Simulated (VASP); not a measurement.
OSZICAR of a VASP run on SnO (relaxed from the zinc blende structure, space group F-43m):

**OSZICAR**
```
       N       E                     dE             d eps       ncg     rms          rms(c)
DAV:   1     0.152153884833E+03    0.15215E+03   -0.10714E+04  1604   0.201E+03
DAV:   2     0.253528208412E+01   -0.14962E+03   -0.14487E+03  1754   0.440E+02
DAV:   3    -0.125623380489E+02   -0.15098E+02   -0.14935E+02  1802   0.125E+02
DAV:   4    -0.129229932644E+02   -0.36066E+00   -0.36055E+00  1730   0.224E+01
DAV:   5    -0.129344927539E+02   -0.11499E-01   -0.11499E-01  2086   0.377E+00    0.799E+00
DAV:   6    -0.113636422162E+02    0.15709E+01   -0.12945E+01  2296   0.481E+01    0.491E+00
DAV:   7    -0.111302964183E+02    0.23335E+00   -0.20848E+00  1822   0.991E+00    0.136E+00
DAV:   8    -0.111057494995E+02    0.24547E-01   -0.13149E-01  1622   0.336E+00    0.310E-01
DAV:   9    -0.111045958667E+02    0.11536E-02   -0.94993E-03  2308   0.943E-01    0.118E-01
DAV:  10    -0.111048277440E+02   -0.23188E-03   -0.24288E-03  1848   0.496E-01    0.706E-02
DAV:  11    -0.111047129520E+02    0.11479E-03   -0.80037E-04  2274   0.244E-01    0.120E-02
DAV:  12    -0.111047141819E+02   -0.12299E-05   -0.43261E-05  1616   0.555E-02    0.772E-03
DAV:  13    -0.111047138628E+02    0.31913E-06   -0.25702E-06  1778   0.141E-02
   1 F= -.11104714E+02 E0= -.11104640E+02  d E =-.111047E+02
       N       E                     dE             d eps       ncg     rms          rms(c)
DAV:   1    -0.113918659244E+02   -0.28715E+00   -0.58253E+00  1904   0.463E+01    0.344E+00
DAV:   2    -0.111779314817E+02    0.21393E+00   -0.13445E+00  1664   0.116E+01    0.146E+00
DAV:   3    -0.111269834490E+02    0.50948E-01   -0.24525E-01  2362   0.603E+00    0.716E-01
DAV:   4    -0.111124760600E+02    0.14507E-01   -0.50473E-02  1906   0.412E+00    0.977E-02
DAV:   5    -0.111119844730E+02    0.49159E-03   -0.27409E-03  1718   0.702E-01    0.454E-02
DAV:   6    -0.111116912054E+02    0.29327E-03   -0.33664E-04  1688   0.224E-01    0.182E-02
DAV:   7    -0.111116852539E+02    0.59514E-05   -0.30771E-05  2376   0.821E-02    0.126E-02
DAV:   8    -0.111116796084E+02    0.56456E-05   -0.73616E-06  1994   0.251E-02    0.184E-03
DAV:   9    -0.111116797912E+02   -0.18283E-06   -0.47287E-07   844   0.633E-03
   2 F= -.11111680E+02 E0= -.11111598E+02  d E =-.696593E-02
       N       E                     dE             d eps       ncg     rms          rms(c)
DAV:   1    -0.111209267119E+02   -0.92471E-02   -0.17894E-01  1904   0.764E+00    0.622E-01
DAV:   2    -0.111141843218E+02    0.67424E-02   -0.46243E-02  1688   0.210E+00    0.268E-01
DAV:   3    -0.111124574442E+02    0.17269E-02   -0.78587E-03  2356   0.120E+00    0.125E-01
DAV:   4    -0.111120220953E+02    0.43535E-03   -0.15090E-03  1946   0.756E-01    0.209E-02
DAV:   5    -0.111120076593E+02    0.14436E-04   -0.10026E-04  1768   0.134E-01    0.837E-03
DAV:   6    -0.111120020483E+02    0.56109E-05   -0.96926E-06  1686   0.359E-02    0.320E-03
DAV:   7    -0.111120026449E+02   -0.59657E-06   -0.53887E-07   826   0.131E-02
   3 F= -.11112003E+02 E0= -.11111926E+02  d E =-.728878E-02
```

Problem. Which electronic solver shows in the log?

Solution. It is blocked Davidson (ALGO = Normal, or the opening steps of other solvers). The INCAR had ALGO = Normal.

Problem. Can the final energy be trusted as converged?

Solution. The run converged. It stopped with EDIFF = 1E-6, NELM = 100, NSW = 60 and EDIFFG = -0.01 after 3 ionic steps (PBEsol GGA, plane waves, VASP's PBE PAW potentials (set 64)). Energy and stress use the plane-wave basis of the starting cell.

The structure was generated: SnO was put into the zinc blende type (F-43m), which need not be its known phase. This run relaxes it. Symmetry was kept, so distortions that lower it aren't found. The start is the result of an earlier pass.
